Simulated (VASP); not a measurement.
Wanted: the native input for a VASP 6.6.1 run.

- Task: density of states
- Functional: PBE
- Potentials or basis: VASP PAW PBE potentials, release 64 (B, Sc_sv, Si)
- Cutoff: 520 eV
- k mesh: 5 × 5 × 3, shifted
- Occupations: methfessel-paxton, width 0.0242 eV
- Spin: no spin polarisation
- Dipole correction: no
- k mesh for the DOS: 8 × 8 × 5
- Occupations for the DOS: tetrahedron
- Further INCAR settings: ALGO = Normal; EDIFF = 1e-06; NBANDS = 24

Crystal: Sc2Si2B.

```
CELL_PARAMETERS angstrom
-0.01170 3.71220 -0.01737
3.69945 -0.01170 -0.02137
1.87816 1.87812 -5.90081
ATOMIC_POSITIONS crystal
B 0.98464 0.01609 0.00173
Sc 0.34473 0.36928 0.30378
Sc 0.67115 0.66521 0.69788
Si 0.16402 0.15294 0.70790
Si 0.86603 0.85474 0.26094
```

The cell was built by a generator and needn't be a form met in nature.

These files were run (other wordings do the same):

POSCAR

```
Sc2Si2B
1.0
   -0.0116992100      3.7121989200     -0.0173700000
    3.6994489400     -0.0116992100     -0.0213651700
    1.8781587900      1.8781236300     -5.9008066200
B Sc Si
1 2 2
Direct
    0.9846350000      0.0160920000      0.0017330000
    0.3447260000      0.3692830000      0.3037750000
    0.6711520000      0.6652100000      0.6978840000
    0.1640240000      0.1529380000      0.7078970000
    0.8660320000      0.8547450000      0.2609420000
```

INCAR.step1

```
ALGO = Normal
EDIFF = 1E-6
ENCUT = 520
GGA = PE
ISIF = 2
ISMEAR = 1
LASPH = T
LCHARG = T
LMAXMIX = 4
LREAL = F
LWAVE = F
NBANDS = 24
NELM = 100
PREC = Accurate
SIGMA = 0.0242
```

KPOINTS.step1

```
Automatic mesh
0
Gamma
  5 5 3
  0 0.5 0
```

INCAR.step2

```
ALGO = Normal
EDIFF = 1E-6
ENCUT = 520
GGA = PE
ICHARG = 11
ISIF = 2
ISMEAR = -5
LASPH = T
LCHARG = F
LMAXMIX = 4
LORBIT = 11
LREAL = F
LWAVE = F
NBANDS = 24
NEDOS = 2001
NELM = 100
PREC = Accurate
SIGMA = 0.0242
```

KPOINTS.step2

```
k-points
0
Gamma
  8 8 5
```

Potentials or basis: VASP PAW PBE potentials, release 64 (B, Sc_sv, Si).

Launch:

```sh
$ cat potpaw_PBE.64/B/POTCAR potpaw_PBE.64/Sc_sv/POTCAR potpaw_PBE.64/Si/POTCAR > POTCAR
$ cp INCAR.step1 INCAR
$ cp KPOINTS.step1 KPOINTS
$ mpirun -np 1 vasp_std > vasp.out
$ cp INCAR.step2 INCAR
$ cp KPOINTS.step2 KPOINTS
$ mpirun -np 1 vasp_std > vasp.out
```

Results of the run:

| Item | Value |
| --- | --- |
| Valence electrons inside the program's atomic spheres | B 2.19; Sc 9.63, 9.54; Si 1.95, 2.08 |

Wall time 3.4 min on 1 thread of Intel(R) Xeon(R) Platinum 8375C CPU @ 2.90GHz (Ice Lake), with other jobs on the host, peak memory 0.4 GiB.
